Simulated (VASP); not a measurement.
# BN (Qingsongite): GW quasiparticle gap, part 4 of 8

Wanted: how far GW moves the Kohn-Sham levels of BN (Qingsongite). The cell is of the zinc-blende type, one of the forms listed for this formula. The start is a cell from a database of measured crystal structures.

VASP 6.6.1, plane waves and PAW; the level of theory is named at each step.

So far, quasiparticle gap on the mesh (eV): step 3 (evGW0) 6.29. Also gap on the k-mesh (eV): step 2 (empty bands, functional PBE) 4.46.

### 4. evGW

This step: evGW on PBE; plane waves and PAW (N_GW, B_GW) (VASP 6.6.1).

The levels are updated in both G and W; wider gaps weaken the screening and open the gap further.

The input, INCAR:

```
SYSTEM = BN
PREC = Accurate
ENCUT = 450
ISMEAR = 0
SIGMA = 0.01
LREAL = .FALSE.
GGA = PE
NBANDS = 80
ALGO = EVGW
NELMGW = 4
ENCUTGW = 200
NOMEGA = 64
PRECFOCK = Fast
NBANDSGW = 16
LWAVE = .FALSE.
LCHARG = .FALSE.
```

The input, POSCAR:

```
BN
1.0
    0.0000000000      1.8075000000      1.8075000000
    1.8075000000      0.0000000000      1.8075000000
    1.8075000000      1.8075000000      0.0000000000
N B
1 1
Direct
    0.7500000000      0.7500000000      0.7500000000
    0.0000000000      0.0000000000      0.0000000000
```

The input, KPOINTS:

```
Automatic mesh
0
Gamma
6 6 6
0 0 0
```

Potentials, in the order of the species: N_GW and B_GW (PBE family, release 64).

The run is started by

```console
> mpirun -np 8 vasp_std
```

Log:

```text
[banner, memory and clock lines left out]
running    8 mpi-ranks, on    1 nodes
 distrk:  each k-point on    8 cores,    1 groups
 distr:  one band on    1 cores,    8 groups

 POSCAR found type information on POSCAR N B
 POSCAR found :  2 types and       2 ions
 [... a notice as in an earlier step ...]

 [... a notice as in an earlier step ...]

 LDA part: xc-table for (Slater+PW92), standard interpolation
 found WAVECAR, reading the header
 POSCAR, INCAR and KPOINTS ok, starting setup
 FFT: planning ... GRIDC
 FFT: planning ... GRID_SOFT
 FFT: planning ... GRID
 reading WAVECAR
 the WAVECAR file was read successfully
 initial charge from wavefunction
 available memory per node:     46.08 GB, setting MAXMEM to     47184

 The Fermi energy was updated, please check that it is located mid-gap
 values below the HOMO (VB) or above the LUMO (CB) will cause erroneous energies
 E-fermi :   9.6950

 calculate exact exchange contribution
 the WAVEDER file was read successfully
energies w=
    0.000    0.000    0.877    0.000    1.753    0.000    2.624    0.000
    3.489    0.000    4.348    0.000    5.197    0.000    6.037    0.000
    6.866    0.000    7.684    0.000    8.491    0.000    9.287    0.000
   10.071    0.000   10.845    0.000   11.610    0.000   12.365    0.000
   13.113    0.000   13.854    0.000   14.589    0.000   15.320    0.000
   16.049    0.000   16.776    0.000   17.504    0.000   18.233    0.000
   18.967    0.000   19.707    0.000   20.454    0.000   21.212    0.000
   21.982    0.000   22.766    0.000   23.568    0.000   24.391    0.000
   25.238    0.000   26.112    0.000   27.017    0.000   27.959    0.000
   28.941    0.000   29.970    0.000   31.053    0.000   32.195    0.000
   33.409    0.000   34.701    0.000   36.085    0.000   37.575    0.000
   39.187    0.000   40.941    0.000   42.863    0.000   44.980    0.000
   47.330    0.000   49.959    0.000   52.924    0.000   56.300    0.000
   60.182    0.000   64.699    0.000   70.026    0.000   76.403    0.000
   84.178    0.000   93.864    0.000  106.258    0.000  122.667    0.000
  145.386    0.000  178.867    0.000  233.013    0.000  335.218    0.000
 responsefunction array rank=      88
 LDA part: xc-table for (Slater+PW92), standard interpolation

 min. memory requirement per mpi rank     75.2 MB, per node    601.3 MB

 allocating   8 responsefunctions rank=    88
 shmem allocating  64 responsefunctions rank=    88
 response function shared by NCSHMEM nodes    1
 Doing            8  frequencies on each core in blocks of           64
NQ=   1    0.0000    0.0000    0.0000,
|.........|.........|.........|.........|.........|.........|.........|.........
 performed        172000 updates of chi_q(r,r)
 total number of BLAS operations          5.82 Gflops
NQ=   2    0.1667    0.0000    0.0000,
|.........|.........|.........|.........|.........|.........|.........|.........
 performed        518000 updates of chi_q(r,r)
 total number of BLAS operations         17.53 Gflops
NQ=   3    0.3333    0.0000    0.0000,
|.........|.........|.........|.........|.........|.........|.........|.........
 performed        864000 updates of chi_q(r,r)
 total number of BLAS operations         32.70 Gflops
NQ=   4    0.5000    0.0000    0.0000,
|.........|.........|.........|.........|.........|.........|.........|.........
 performed       1148000 updates of chi_q(r,r)
 total number of BLAS operations         45.87 Gflops
NQ=   5    0.1667    0.1667    0.0000,
|.........|.........|.........|.........|.........|.........|.........|.........
 performed       1494000 updates of chi_q(r,r)
 total number of BLAS operations         60.23 Gflops
NQ=   6    0.3333    0.1667    0.0000,
|.........|.........|.........|.........|.........|.........|.........|.........
 performed       2060000 updates of chi_q(r,r)
 total number of BLAS operations         85.73 Gflops
NQ=   7    0.5000    0.1667    0.0000,
|.........|.........|.........|.........|.........|.........|.........|.........
 performed       2626000 updates of chi_q(r,r)
 total number of BLAS operations        113.30 Gflops
NQ=   8   -0.3333    0.1667    0.0000,
|.........|.........|.........|.........|.........|.........|.........|.........
 performed       3192000 updates of chi_q(r,r)
 total number of BLAS operations        140.88 Gflops
NQ=   9   -0.1667    0.1667    0.0000,
|.........|.........|.........|.........|.........|.........|.........|.........
 performed       3676000 updates of chi_q(r,r)
 total number of BLAS operations        160.42 Gflops
NQ=  10    0.3333    0.3333    0.0000,
|.........|.........|.........|.........|.........|.........|.........|.........
 performed       4022000 updates of chi_q(r,r)
 total number of BLAS operations        176.42 Gflops
NQ=  11    0.5000    0.3333    0.0000,
|.........|.........|.........|.........|.........|.........|.........|.........
 performed       4588000 updates of chi_q(r,r)
 total number of BLAS operations        202.60 Gflops
NQ=  12   -0.3333    0.3333    0.0000,
|.........|.........|.........|.........|.........|.........|.........|.........
 performed       5072000 updates of chi_q(r,r)
 total number of BLAS operations        228.04 Gflops
NQ=  13    0.5000    0.5000    0.0000,
|.........|.........|.........|.........|.........|.........|.........|.........
 performed       5321000 updates of chi_q(r,r)
 total number of BLAS operations        240.79 Gflops
NQ=  14    0.5000    0.3333    0.1667,
|.........|.........|.........|.........|.........|.........|.........|.........
 performed       5964000 updates of chi_q(r,r)
 total number of BLAS operations        270.52 Gflops
NQ=  15   -0.3333    0.3333    0.1667,
|.........|.........|.........|.........|.........|.........|.........|.........
 performed       6566000 updates of chi_q(r,r)
 total number of BLAS operations        298.35 Gflops
NQ=  16   -0.3333    0.5000    0.1667,
|.........|.........|.........|.........|.........|.........|.........|.........
 performed       7053000 updates of chi_q(r,r)
 total number of BLAS operations        320.86 Gflops
 resolving degeneracies of screened two electron integrals

 calculate QP shifts <psi_nk| G(iteration)W_0 |psi_nk>: iteration 1
 allocating   8 responsefunctions rank=    88
 shmem allocating  64 responsefunctions rank=    88
 response function shared by NCSHMEM nodes    1
 Doing            8  frequencies on each core in blocks of           64
NQ=   1    0.0000    0.0000    0.0000,
|.........|.........|.........|.........|.........|.........|.........|.........
 performed        172000 updates of chi_q(r,r)
 total number of BLAS operations          5.82 Gflops
NQ=   2    0.1667    0.0000    0.0000,
[...]
total number of BLAS operations        298.35 Gflops
NQ=  16   -0.3333    0.5000    0.1667,
|.........|.........|.........|.........|.........|.........|.........|.........
 performed       7053000 updates of chi_q(r,r)
 total number of BLAS operations        320.86 Gflops
 resolving degeneracies of screened two electron integrals

 calculate QP shifts <psi_nk| G(iteration)W_0 |psi_nk>: iteration 2
 allocating   8 responsefunctions rank=    88
 shmem allocating  64 responsefunctions rank=    88
 response function shared by NCSHMEM nodes    1
 Doing            8  frequencies on each core in blocks of           64
NQ=   1    0.0000    0.0000    0.0000,
|.........|.........|.........|.........|.........|.........|.........|.........
 performed        172000 updates of chi_q(r,r)
 total number of BLAS operations          5.82 Gflops
NQ=   2    0.1667    0.0000    0.0000,
|.........|.........|.........|.........|.........|.........|.........|.........
 performed        518000 updates of chi_q(r,r)
 total number of BLAS operations         17.53 Gflops
NQ=   3    0.3333    0.0000    0.0000,
|.........|.........|.........|.........|.........|.........|.........|.........
 performed        864000 updates of chi_q(r,r)
 total number of BLAS operations         32.70 Gflops
NQ=   4    0.5000    0.0000    0.0000,
|.........|.........|.........|.........|.........|.........|.........|.........
 performed       1148000 updates of chi_q(r,r)
 total number of BLAS operations         45.87 Gflops
NQ=   5    0.1667    0.1667    0.0000,
|.........|.........|.........|.........|.........|.........|.........|.........
 performed       1494000 updates of chi_q(r,r)
 total number of BLAS operations         60.23 Gflops
NQ=   6    0.3333    0.1667    0.0000,
|.........|.........|.........|.........|.........|.........|.........|.........
 performed       2060000 updates of chi_q(r,r)
 total number of BLAS operations         85.73 Gflops
NQ=   7    0.5000    0.1667    0.0000,
|.........|.........|.........|.........|.........|.........|.........|.........
 performed       2626000 updates of chi_q(r,r)
 total number of BLAS operations        113.30 Gflops
NQ=   8   -0.3333    0.1667    0.0000,
|.........|.........|.........|.........|.........|.........|.........|.........
 performed       3192000 updates of chi_q(r,r)
 total number of BLAS operations        140.88 Gflops
NQ=   9   -0.1667    0.1667    0.0000,
|.........|.........|.........|.........|.........|.........|.........|.........
 performed       3676000 updates of chi_q(r,r)
 total number of BLAS operations        160.42 Gflops
NQ=  10    0.3333    0.3333    0.0000,
|.........|.........|.........|.........|.........|.........|.........|.........
 performed       4022000 updates of chi_q(r,r)
 total number of BLAS operations        176.42 Gflops
NQ=  11    0.5000    0.3333    0.0000,
|.........|.........|.........|.........|.........|.........|.........|.........
 performed       4588000 updates of chi_q(r,r)
 total number of BLAS operations        202.60 Gflops
NQ=  12   -0.3333    0.3333    0.0000,
|.........|.........|.........|.........|.........|.........|.........|.........
 performed       5072000 updates of chi_q(r,r)
 total number of BLAS operations        228.04 Gflops
NQ=  13    0.5000    0.5000    0.0000,
|.........|.........|.........|.........|.........|.........|.........|.........
 performed       5321000 updates of chi_q(r,r)
 total number of BLAS operations        240.79 Gflops
NQ=  14    0.5000    0.3333    0.1667,
|.........|.........|.........|.........|.........|.........|.........|.........
 performed       5964000 updates of chi_q(r,r)
 total number of BLAS operations        270.52 Gflops
NQ=  15   -0.3333    0.3333    0.1667,
|.........|.........|.........|.........|.........|.........|.........|.........
 performed       6566000 updates of chi_q(r,r)
 total number of BLAS operations        298.35 Gflops
NQ=  16   -0.3333    0.5000    0.1667,
|.........|.........|.........|.........|.........|.........|.........|.........
 performed       7053000 updates of chi_q(r,r)
 total number of BLAS operations        320.86 Gflops
 resolving degeneracies of screened two electron integrals

 calculate QP shifts <psi_nk| G(iteration)W_0 |psi_nk>: iteration 3
 allocating   8 responsefunctions rank=    88
 shmem allocating  64 responsefunctions rank=    88
 response function shared by NCSHMEM nodes    1
 Doing            8  frequencies on each core in blocks of           64
NQ=   1    0.0000    0.0000    0.0000,
|.........|.........|.........|.........|.........|.........|.........|.........
 performed        172000 updates of chi_q(r,r)
 total number of BLAS operations          5.82 Gflops
NQ=   2    0.1667    0.0000    0.0000,
|.........|.........|.........|.........|.........|.........|.........|.........
 performed        518000 updates of chi_q(r,r)
 total number of BLAS operations         17.53 Gflops
NQ=   3    0.3333    0.0000    0.0000,
|.........|.........|.........|.........|.........|.........|.........|.........
 performed        864000 updates of chi_q(r,r)
 total number of BLAS operations         32.70 Gflops
NQ=   4    0.5000    0.0000    0.0000,
|.........|.........|.........|.........|.........|.........|.........|.........
 performed       1148000 updates of chi_q(r,r)
 total number of BLAS operations         45.87 Gflops
NQ=   5    0.1667    0.1667    0.0000,
|.........|.........|.........|.........|.........|.........|.........|.........
 performed       1494000 updates of chi_q(r,r)
 total number of BLAS operations         60.23 Gflops
NQ=   6    0.3333    0.1667    0.0000,
|.........|.........|.........|.........|.........|.........|.........|.........
 performed       2060000 updates of chi_q(r,r)
 total number of BLAS operations         85.73 Gflops
NQ=   7    0.5000    0.1667    0.0000,
|.........|.........|.........|.........|.........|.........|.........|.........
 performed       2626000 updates of chi_q(r,r)
 total number of BLAS operations        113.30 Gflops
NQ=   8   -0.3333    0.1667    0.0000,
|.........|.........|.........|.........|.........|.........|.........|.........
 performed       3192000 updates of chi_q(r,r)
 total number of BLAS operations        140.88 Gflops
NQ=   9   -0.1667    0.1667    0.0000,
|.........|.........|.........|.........|.........|.........|.........|.........
 performed       3676000 updates of chi_q(r,r)
 total number of BLAS operations        160.42 Gflops
NQ=  10    0.3333    0.3333    0.0000,
|.........|.........|.........|.........|.........|.........|.........|.........
 performed       4022000 updates of chi_q(r,r)
 total number of BLAS operations        176.42 Gflops
NQ=  11    0.5000    0.3333    0.0000,
|.........|.........|.........|.........|.........|.........|.........|.........
 performed       4588000 updates of chi_q(r,r)
 total number of BLAS operations        202.60 Gflops
NQ=  12   -0.3333    0.3333    0.0000,
|.........|.........|.........|.........|.........|.........|.........|.........
 performed       5072000 updates of chi_q(r,r)
 total number of BLAS operations        228.04 Gflops
NQ=  13    0.5000    0.5000    0.0000,
|.........|.........|.........|.........|.........|.........|.........|.........
 performed       5321000 updates of chi_q(r,r)
 total number of BLAS operations        240.79 Gflops
NQ=  14    0.5000    0.3333    0.1667,
|.........|.........|.........|.........|.........|.........|.........|.........
 performed       5964000 updates of chi_q(r,r)
 total number of BLAS operations        270.52 Gflops
NQ=  15   -0.3333    0.3333    0.1667,
|.........|.........|.........|.........|.........|.........|.........|.........
 performed       6566000 updates of chi_q(r,r)
 total number of BLAS operations        298.35 Gflops
NQ=  16   -0.3333    0.5000    0.1667,
|.........|.........|.........|.........|.........|.........|.........|.........
 performed       7053000 updates of chi_q(r,r)
 total number of BLAS operations        320.86 Gflops
 resolving degeneracies of screened two electron integrals

 calculate QP shifts <psi_nk| G(iteration)W_0 |psi_nk>: iteration 4
 entering main loop
```

It took 48 s on 8 MPI ranks of Intel Xeon 6975P-C (Granite Rapids), shared host; peak memory 1.1 GiB; 6.2 min of CPU time.

(Part 4 of 8 ends here.)

[Lines on the potential files, build, host, timing and source positions are cut from VASP's logs without a mark.]

[Logs are printed without paths, hosts, clocks, repeated set-up lines and the standing remarks that a program may print on its own settings, such as how far it seeks lower states.]

[Hosts, paths, dates, database ids (printed as entryN), source tags and the programs' standing remarks are cut or masked in the printed files.]

[Pressures printed for these runs are not shown converged in the cutoff: they can be off by several GPa and have the wrong sign.]
